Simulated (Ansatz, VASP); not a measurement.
TeP2: VASP beside Ansatz

```xyz
3
Lattice="3.9926 0.0000 0.0000 -1.9963 3.4577 0.0000 0.0000 0.0000 5.4985" Properties=species:S:1:pos:R:3 pbc="T T T"
Te    0.0000    0.0000    0.0000
P     1.9963    1.1526    3.7812
P     1.9963    1.1526    1.7174
```

Alike in both runs: functional PBE; k mesh 6 × 6 × 4; occupations gaussian, width 0.1 eV; no spin polarisation.

Ansatz relaxed the structure, and its values are those at the end. VASP's run is a single point on that final structure, the one shown.

```csv
,VASP,Ansatz
version,VASP 6.6.1,Ansatz 0.2.0
potentials or method,"VASP PAW PBE potentials, release 64 (Te, P)","scalar-relativistic, plane waves, PAW"
plane-wave cutoff (eV),520,420
valence electrons in the cell,16,26
```

|  | VASP | Ansatz | Ansatz less VASP |
| --- | --- | --- | --- |
| gap on the k mesh at the Fermi level (eV) | none | none | - |
| pressure (GPa) | -0.1 | 0.0 | +0.12 |
| rms of the force components (eV/Å) | 0.018 | 0.004 | -0.0144 |

A gap of «none» marks a metal or a gap that the smearing closes. With one functional, cell and mesh, what is left measures potentials, basis and numerics. The two sets of potentials don't hold the same shells in valence.

The runs have no spin-orbit coupling, so splittings on Te are missing.
